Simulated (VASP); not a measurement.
Data:

```xyz
2
Lattice="0.0000 2.3982 2.3982 2.3982 0.0000 2.3982 2.3982 2.3982 0.0000" Properties=species:S:1:pos:R:3 pbc="T T T"
Y      0.0000     0.0000     0.0000
N      2.3982     2.3982     2.3982
```

These are r2SCAN meta-GGA, VASP's PBE PAW potentials (set 64) (plane waves; VASP) values and carry that method's errors. Numerical set-up: 520 eV cut-off, 9×9×9 Γ-centred mesh, Gaussian smearing of 0.050 eV, potentials Y_sv N.

Q: Give the stress tensor in GPa (positive for a compressed cell).

A: 
```
11.96   0.00   0.00
 0.00  11.96   0.00
 0.00   0.00  11.96
```
The pressure is its mean diagonal, 11.96 GPa.

The compound is YN in the rock salt structure. This cell is one point of a volume scan, at 0.94 of the reference volume.
